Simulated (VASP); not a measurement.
# YbMn2Sb2 in VASP: convergence with SIGMA

Input of the first run (SIGMA 0.3 eV); the others differ in this setting and in those tied to it:

The input INCAR:

```
PREC = Accurate
ENCUT = 600
EDIFF = 1E-6
ISMEAR = -1
SIGMA = 0.3
LREAL = False
LASPH = True
NELM = 150
ALGO = Normal
ISIF = 2
LWAVE = False
LCHARG = False
ISPIN = 2
MAGMOM = 1 0 0 4 4
LORBIT = 11
LMAXMIX = 6
GGA = PS
NBANDS = 36
```

File KPOINTS:

```
Automatic mesh
0
Gamma
  7 7 4
```

File POSCAR:

```
YbMn2Sb2
1.0
    4.5220000000      0.0000000000      0.0000000000
   -2.2610000000      3.9161668759      0.0000000000
    0.0000000000      0.0000000000      7.4390000000
Yb Sb Mn
1 2 2
Direct
    0.0000000000      0.0000000000      0.0000000000
    0.6666666667      0.3333333333      0.7400000000
    0.3333333333      0.6666666667      0.2600000000
    0.6666666667      0.3333333333      0.3800000000
    0.3333333333      0.6666666667      0.6200000000
```

Potentials or basis: VASP PAW PBE potentials, release 64 (Yb_2, Sb, Mn_sv), 4f in core.

The run is started by

```sh
$ cat potpaw_PBE.64/Yb_2/POTCAR potpaw_PBE.64/Sb/POTCAR potpaw_PBE.64/Mn_sv/POTCAR > POTCAR
$ mpirun -np 1 vasp_std > vasp.out
```

Hardware: 1 thread of Intel(R) Xeon(R) 6975P-C (Granite Rapids), with other jobs on the host.

**Question.** The values tried are 0.3 eV, 0.2 eV, 0.15 eV, 0.1 eV, 0.05 eV, 0.02 eV, 0.01 eV, loosest first. From which on does the pressure stay within 0.1 GPa of the tightest run that finished?

**Answer.** From 0.02 eV on.

```tsv
SIGMA	energy less the tightest run, at zero smearing (meV/atom)	pressure (GPa)	largest force (eV/Å)	largest site moment (μB)	SCF cycles	CPU time (s)	peak memory (GiB)
0.3 eV	-14.93	-5.04	0.080	3.42	16	170	0.49
0.2 eV	-7.79	-4.57	0.115	3.54	16	170	0.49
0.15 eV	-3.53	-4.29	0.144	3.59	16	180	0.48
0.1 eV	-0.34	-3.97	0.202	3.64	16	150	0.49
0.05 eV	0.63	-3.57	0.278	3.70	16	150	0.49
0.02 eV	0.05	-3.26	0.338	3.74	16	170	0.49
0.01 eV	0.00	-3.22	0.346	3.75	16	170	0.49
```

Against the tightest run, the energy stays within 1 meV/atom from 0.1 eV on; the largest site moment stays within 0.02 μB from 0.02 eV on. Not settled before the last step: the largest force (to 0.005 eV/Å). Narrower smearing needs a denser k mesh, so at a fixed mesh the narrowest width isn't the most accurate. The tightest run that finished is the yardstick and may itself not be fully converged.

Caveat, for the tightest run too: the PAW data sets were made with another functional, which shifts forces and pressure a little; only a ferromagnetic start was run, and an antiferromagnetic order may lie lower in energy. The state reached can hang on the start; a lower one may exist.
